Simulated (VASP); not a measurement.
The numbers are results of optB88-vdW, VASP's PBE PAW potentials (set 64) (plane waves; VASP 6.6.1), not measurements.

The input files of a VASP run:

**INCAR**
```
PARAM2=0.22
SYSTEM=Co
LREAL=F
ALGO=Normal   ! blocked Davidson
ISPIN=2   ! spin-polarised
LUSE_VDW=T
LASPH=T
NELM=100
AGGAC=0.0
IBRION=2   ! conjugate gradients
PREC=Accurate
NSW=60
LMAXMIX=4   ! l cut-off of mixed one-centre charges
GGA=BO
ISMEAR=1   ! Methfessel-Paxton
MAGMOM=1.8 1.8
ENCUT=520
ISIF=3   ! ions, shape and volume
LWAVE=F
LORBIT=10
SIGMA=0.1
EDIFF=1E-6   ! SCF stop (eV)
EDIFFG=-0.01   ! ionic stop
LCHARG=F
PARAM1=0.1833333333
```

File POSCAR:
```
Co
1.0
  1.2550000000  -2.1737240000   0.0000000000
  1.2550000000   2.1737240000   0.0000000000
  0.0000000000   0.0000000000   4.0700000000
Co
2
Cart
  1.2550000000   0.7245761158   1.0175000000
  1.2550000000  -0.7245761158   3.0525000000
```

File KPOINTS:
```
kpoints
0
Gamma
  15 15 8
0 0 0
```

POTCAR, in this order: Co (PBE.64 set). Program: vasp_std.

Output

**OUTCAR**
```
 ion  position               nearest neighbor table
   1  0.333  0.667  0.250-   2 2.50   2 2.50   2 2.50   2 2.50   2 2.50   2 2.50
   2  0.667  0.333  0.750-   1 2.50   1 2.50   1 2.50   1 2.50   1 2.50   1 2.50
  LATTYP: Found a hexagonal cell.
 ALAT       =     2.5100002048
 C/A-ratio  =     1.6215138119
 Subroutine PRICEL returns:
 Original cell was already a primitive cell.
 Subroutine GETGRP returns: Found 24 space group operations
The static configuration has the point symmetry D_3d.
 The point group associated with its full space group is D_6h.
The dynamic configuration has the point symmetry D_3d.
The overall configuration has the point symmetry D_3d.
 Subroutine INISYM returns: Found 24 space group operations
 Subroutine IBZKPT returns following result:
 Found    135 irreducible k-points:

 Following reciprocal coordinates:
            Coordinates               Weight
  0.000000  0.000000  0.000000      1.000000
  0.066667  0.000000  0.000000      6.000000
  0.133333  0.000000  0.000000      6.000000
  0.200000  0.000000  0.000000      6.000000
  0.266667  0.000000  0.000000      6.000000
  0.333333  0.000000  0.000000      6.000000
  0.400000  0.000000  0.000000      6.000000
  0.466667  0.000000  0.000000      6.000000
  0.066667  0.066667  0.000000      6.000000
  0.133333  0.066667  0.000000     12.000000
  0.200000  0.066667  0.000000     12.000000
  0.266667  0.066667  0.000000     12.000000
  0.333333  0.066667  0.000000     12.000000
  0.400000  0.066667  0.000000     12.000000
  0.466667  0.066667  0.000000      6.000000
  0.133333  0.133333  0.000000      6.000000
  0.200000  0.133333  0.000000     12.000000
  0.266667  0.133333  0.000000     12.000000
  0.333333  0.133333  0.000000     12.000000
  0.400000  0.133333  0.000000     12.000000
  0.200000  0.200000  0.000000      6.000000
...
```

File OSZICAR:
```
       N       E                     dE             d eps       ncg     rms          rms(c)
DAV:   1     0.865112257141E+02    0.86511E+02   -0.83881E+03  8188   0.158E+03
DAV:   2    -0.831474529696E+01   -0.94826E+02   -0.87814E+02  8149   0.256E+02
DAV:   3    -0.105325566510E+02   -0.22178E+01   -0.21581E+01  9675   0.557E+01
DAV:   4    -0.105667302913E+02   -0.34174E-01   -0.34164E-01 11955   0.526E+00
DAV:   5    -0.105669634912E+02   -0.23320E-03   -0.23319E-03  9831   0.428E-01    0.136E+01
DAV:   6    -0.920123027460E+01    0.13657E+01   -0.12395E+01  8688   0.707E+01    0.678E+00
DAV:   7    -0.878306142616E+01    0.41817E+00   -0.18178E+00  9010   0.265E+01    0.354E+00
DAV:   8    -0.876573848791E+01    0.17323E-01   -0.15837E-02 11485   0.142E+00    0.170E+00
DAV:   9    -0.875230098850E+01    0.13437E-01   -0.45881E-03 11601   0.120E+00    0.472E-01
DAV:  10    -0.875206827734E+01    0.23271E-03   -0.82055E-04 10614   0.390E-01    0.107E-01
DAV:  11    -0.875203121802E+01    0.37059E-04   -0.44482E-05 11542   0.979E-02    0.264E-02
DAV:  12    -0.875202872246E+01    0.24956E-05   -0.46274E-06  8857   0.267E-02    0.143E-02
DAV:  13    -0.875202995784E+01   -0.12354E-05   -0.22374E-06  8258   0.220E-02    0.812E-03
DAV:  14    -0.875202965072E+01    0.30712E-06   -0.49532E-07  4759   0.917E-03
   1 F= -.87520297E+01 E0= -.87524593E+01  d E =-.875203E+01  mag=     3.2267
       N       E                     dE             d eps       ncg     rms          rms(c)
DAV:   1    -0.986299746170E+01   -0.11110E+01   -0.12758E+01  8107   0.640E+01    0.871E+00
DAV:   2    -0.896088808191E+01    0.90211E+00   -0.49867E+00  8674   0.465E+01    0.520E+00
DAV:   3    -0.877994179240E+01    0.18095E+00   -0.58024E-01  8695   0.154E+01    0.227E+00
DAV:   4    -0.876431852624E+01    0.15623E-01   -0.74225E-03 10987   0.997E-01    0.797E-01
DAV:   5    -0.875052738062E+01    0.13791E-01   -0.25921E-03 12369   0.734E-01    0.188E-01
DAV:   6    -0.875032284609E+01    0.20453E-03   -0.51587E-04 10012   0.278E-01    0.755E-02
DAV:   7    -0.875032689899E+01   -0.40529E-05   -0.35868E-05  9176   0.781E-02    0.298E-02
DAV:   8    -0.875032720466E+01   -0.30567E-06   -0.25525E-06  8508   0.228E-02
   2 F= -.87503272E+01 E0= -.87507344E+01  d E =0.170245E-02  mag=     3.1102
       N       E                     dE             d eps       ncg     rms          rms(c)
DAV:   1    -0.905597087195E+01   -0.30564E+00   -0.33967E+00  8107   0.347E+01    0.424E+00
DAV:   2    -0.883328046340E+01    0.22269E+00   -0.13713E+00  8618   0.235E+01    0.265E+00
DAV:   3    -0.877724912758E+01    0.56031E-01   -0.16268E-01  8590   0.826E+00    0.117E+00
DAV:   4    -0.877323270826E+01    0.40164E-02   -0.19059E-03  9866   0.545E-01    0.442E-01
DAV:   5    -0.876944168854E+01    0.37910E-02   -0.97648E-04 12220   0.426E-01    0.768E-02
DAV:   6    -0.876948507825E+01   -0.43390E-04   -0.62745E-05  9538   0.996E-02    0.317E-02
DAV:   7    -0.876949288391E+01   -0.78057E-05   -0.10345E-05 10474   0.441E-02    0.247E-02
DAV:   8    -0.876949830802E+01   -0.54241E-05   -0.14461E-06  6843   0.167E-02    0.553E-03
DAV:   9    -0.876949872776E+01   -0.41973E-06   -0.16949E-07  4155   0.609E-03
   3 F= -.87694987E+01 E0= -.87700232E+01  d E =-.174691E-01  mag=     3.1711
       N       E                     dE             d eps       ncg     rms          rms(c)
DAV:   1    -0.876960687379E+01   -0.10857E-03   -0.12880E-03  8128   0.664E-01    0.835E-02
DAV:   2    -0.876952171005E+01    0.85164E-04   -0.50750E-04  8646   0.461E-01    0.523E-02
DAV:   3    -0.876950129324E+01    0.20417E-04   -0.59243E-05  8646   0.157E-01    0.226E-02
DAV:   4    -0.876949984596E+01    0.14473E-05   -0.60137E-07  5422   0.108E-02    0.825E-03
DAV:   5    -0.876949842115E+01    0.14248E-05   -0.25216E-07  4127   0.907E-03    0.139E-03
DAV:   6    -0.876949834423E+01    0.76921E-07   -0.15485E-07  4092   0.517E-03
   4 F= -.87694983E+01 E0= -.87700233E+01  d E =-.174687E-01  mag=     3.1700
       N       E                     dE             d eps       ncg     rms          rms(c)
DAV:   1    -0.877052512736E+01   -0.10267E-02   -0.30344E-02  8989   0.151E+00    0.191E-01
DAV:   2    -0.876990129553E+01    0.62383E-03   -0.45819E-04 11077   0.390E-01    0.982E-02
DAV:   3    -0.876969441765E+01    0.20688E-03   -0.26994E-04 10039   0.199E-01    0.385E-02
DAV:   4    -0.876969948493E+01   -0.50673E-05   -0.26277E-05  9389   0.788E-02    0.784E-03
DAV:   5    -0.876969800601E+01    0.14789E-05   -0.12238E-06  4850   0.217E-02    0.495E-03
DAV:   6    -0.876969742499E+01    0.58103E-06   -0.61478E-07  4197   0.127E-02
   5 F= -.87696974E+01 E0= -.87702069E+01  d E =-.199081E-03  mag=     3.1660
       N       E                     dE             d eps       ncg     rms          rms(c)
DAV:   1    -0.876971979231E+01   -0.21786E-04   -0.78959E-04  8968   0.243E-01    0.307E-02
DAV:   2    -0.876970364857E+01    0.16144E-04   -0.11216E-05 10953   0.619E-02    0.158E-02
DAV:   3    -0.876969826739E+01    0.53812E-05   -0.68985E-06  9460   0.316E-02    0.582E-03
DAV:   4    -0.876969847982E+01   -0.21243E-06   -0.60679E-07  4164   0.127E-02
   6 F= -.87696985E+01 E0= -.87702045E+01  d E =-.200136E-03  mag=     3.1653
```

OUTCAR:
```
------------------------ aborting loop because EDIFF is reached ----------------------------------------
  FORCE on cell =-STRESS in cart. coord.  units (eV):
  Direction    XX          YY          ZZ          XY          YZ          ZX
  --------------------------------------------------------------------------------------
  Total        0.0124954      0.0124954      0.0181974      0.0000000      0.0000000     -0.0000000
  in kB        0.9341961      0.9341963      1.3604966      0.0000000      0.0000000     -0.0000000
  external PRESSURE =       1.0762963 kB  Pullay stress =       0.0000000 kB
  volume of cell :       21.43
      direct lattice vectors                 reciprocal lattice vectors
     1.242852690 -2.152684235  0.000000000     0.402300292 -0.232268157  0.000000000
     1.242852690  2.152684235 -0.000000000     0.402300292  0.232268157 -0.000000000
    -0.000000000  0.000000000  4.004909921    -0.000000000  0.000000000  0.249693506
 POSITION                                       TOTAL-FORCE (eV/Angst)
 -----------------------------------------------------------------------------------
      1.24285      0.71756      1.00123         0.000000      0.000000      0.000000
      1.24285     -0.71756      3.00368        -0.000000     -0.000000      0.000000
 -----------------------------------------------------------------------------------
    total drift:                               -0.000023      0.000002     -0.000029
  FREE ENERGIE OF THE ION-ELECTRON SYSTEM (eV)
  ---------------------------------------------------
  free  energy   TOTEN  =        -8.7696984798 eV

  energy  without entropy=       -8.7712166668  energy(sigma->0) =       -8.77020454

 total charge

# of ion       s       p       d       tot
------------------------------------------
    1        0.490   0.518   7.306   8.314
    2        0.490   0.518   7.306   8.314
--------------------------------------------------
tot          0.980   1.036  14.611  16.627

 magnetization (x)

# of ion       s       p       d       tot
------------------------------------------
    1       -0.014  -0.047   1.654   1.593
    2       -0.014  -0.047   1.654   1.593
--------------------------------------------------
tot         -0.029  -0.093   3.309   3.187

 reached required accuracy - stopping structural energy minimisation
```
(Selected blocks of OUTCAR.)

CONTCAR:
```
Co
   1.00000000000000
     1.2428526898784957   -2.1526842348019239    0.0000000000000000
     1.2428526898784957    2.1526842348019239   -0.0000000000000000
    -0.0000000000000000    0.0000000000000000    4.0049099209994434
  Co
     2
Direct
     0.3333330000000032    0.6666669999999968    0.2500000000000000
     0.6666669999999968    0.3333330000000032    0.7500000000000000
```

### OUTCAR
```
 val. band max:       10.2308004026   @ k =   0.1333   0.0667   0.3750

 cond. band min:      10.2558740926   @ k =   0.2000   0.1333   0.5000


 Fermi energy:        10.2379086154

 spin component 1

 k-point     1 :       0.0000    0.0000    0.0000
  band No.  band energies     occupation
      1       1.3715      1.00000
      2       5.1460      1.00000
      3       7.7170      1.00000
      4       7.7214      1.00000
      5       7.7214      1.00000
      6       8.0433      1.00000
      7       8.0433      1.00000
      8       8.3809      1.00000
      9       8.3809      1.00000
     10       9.5234      1.00000
     11       9.5234      1.00000
     12      10.3643     -0.03523
     13      16.8224      0.00000
     14      32.5438      0.00000
     15      34.9252      0.00000

 k-point     2 :       0.0667    0.0000    0.0000
  band No.  band energies     occupation
      1       1.5288      1.00000
      2       5.2412      1.00000
      3       7.5372      1.00000
      4       7.7955      1.00000
      5       7.8800      1.00000
      6       8.0089      1.00000
      7       8.1088      1.00000
      8       8.2970      1.00000
      9       8.3338      1.00000
     10       8.9331      1.00000
     11       9.5440      1.00000
     12      11.1446     -0.00000
     13      16.8490      0.00000
     14      31.3055      0.00000
     15      33.1982      0.00000

 k-point     3 :       0.1333    0.0000    0.0000
  band No.  band energies     occupation
      1       1.9904      1.00000
      2       5.4966      1.00000
      3       7.3186      1.00000
      4       7.8637      1.00000
      5       7.8845      1.00000
      6       8.0097      1.00000
      7       8.1009      1.00000
      8       8.2100      1.00000
      9       8.2971      1.00000
     10       8.4685      1.00000
     11       9.5931      1.00000
     12      12.3656      0.00000
     13      16.9380      0.00000
...
```

Energy and stress use the plane-wave basis of the starting cell.

The compound is Co in the hcp structure. This run relaxes it. Symmetry was kept, so distortions that lower it aren't found.
